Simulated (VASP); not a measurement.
**TiTe2: band structure with PBE+D3(BJ)**

The system is TiTe2, a slab with vacuum.

```
Te Ti
1.0
     3.68063    0.00000    0.00000
    -1.84032    3.18752    0.00000
     0.00000    0.00000   21.41535
Te Ti
2 1
Cartesian
  0.0000 2.1250 8.9451
  1.8403 1.0625 12.4702
  3.6806 0.0000 10.7077
```

* Program: VASP 6.6.1
* Task: band structure
* Functional: PBE
* Dispersion: D3(BJ)
* Potentials or basis: VASP PAW PBE potentials, release 64 (Te, Ti_sv)
* Cutoff: 520 eV
* k mesh: 9 × 9 × 1
* Occupations: gaussian, width 0.03 eV
* Spin: no spin polarisation
* Dipole correction: yes
* Further INCAR settings: ALGO = Normal; EDIFF = 1e-07; NBANDS = 19

| Quantity | Value |
| --- | --- |
| Band gap along the path | none (metal or under the smearing width) |
| Dispersion energy per atom | -0.360 eV |
| Work function of the upper face | 4.84 eV |
| Work function of the lower face | 4.84 eV |

Forces in eV/Å, atoms in the order of the input:
```
Te   0.000  0.000 -0.002
Te   0.000  0.000  0.002
Ti   0.000  0.000  0.000
```

Levels at points of the mesh, in eV from the Fermi level:
```csv
k point,band 10,band 11,band 12,band 13,band 14,band 15
"(0.00, 0.00, 0.00)",-1.30,0.49,0.54,0.54,1.42,1.42
```

It took 3.4 min on 1 thread of Intel(R) Xeon(R) 6975P-C (Granite Rapids), on a shared host, peak memory 0.38 GiB.

Caveat: spin-orbit coupling is left out, which moves the levels of the heavy elements.
